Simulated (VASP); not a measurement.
Here is the system:

```
PtSb
1.0
    0.00000     2.97332     2.97332
    2.97332     0.00000     2.97332
    2.97332     2.97332     0.00000
Pt Sb
1 1
Direct
  0.00000   0.00000   0.00000
  0.25000   0.25000   0.25000
```

Computed with r2SCAN meta-GGA, VASP's PBE PAW potentials (set 64) (plane waves; VASP). Run with 400 eV cut-off, 12×12×12 Γ-centred mesh, tetrahedra with Blöchl corrections, potentials Pt Sb.

### Question
Give the energies of bands 2 to 10 at the high-symmetry points, in eV from the Fermi level.

### Answer

```tsv
band	Γ	X	U	L	W
2	-4.88	-5.98	-5.50	-5.21	-5.07
3	-4.88	-3.78	-4.13	-4.58	-4.92
4	-4.88	-3.78	-4.05	-4.58	-3.92
5	-3.22	-3.01	-3.47	-3.11	-3.26
6	-3.22	-2.89	-3.15	-3.11	-2.92
7	3.87	-2.74	-2.16	-2.76	-1.93
8	4.30	-0.70	-1.29	1.91	-1.86
9	4.30	-0.70	0.18	1.91	-0.25
10	4.30	4.89	5.20	4.25	7.38
```

It has no gap at this level: it comes out as a metal or semimetal.

The structure was generated: PtSb was put into the zinc blende type (F-43m), which need not be its known phase. It was relaxed first, which changed the volume by -18 %. The electron count is odd and the run is not spin-polarised, which forces a metal.
